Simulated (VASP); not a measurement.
Energy against volume of SrCl$_{2}$ (fluorite). Computed with vdW-DF2, VASP's PBE PAW potentials (set 64) (plane waves; VASP). Numerical set-up: 520 eV cut-off, 6×6×6 Γ-centred mesh, Gaussian smearing of 0.050 eV, potentials Sr_sv Cl.

```
V (Å³/atom)  E (eV/atom)
-----------  -----------
28.971          -2.54705
29.867          -2.55130
30.762          -2.54952
31.659          -2.54256
```

**Question.** Fit these four points and predict the energy of the run at 28.075 Å³/atom.

**Answer.** A cubic in V^(−2/3), the third-order Birch-Murnaghan form, passes through the four points with V0 = 30.03 Å³/atom and B0 = 35 GPa, and gives -2.5357 eV/atom there. The run gave -2.5357 eV/atom, +0.1 meV/atom from the fit; all five points give B0 = 35 GPa.

The compound is SrCl2 in the fluorite structure. It was relaxed first, which changed the volume by +6 %.
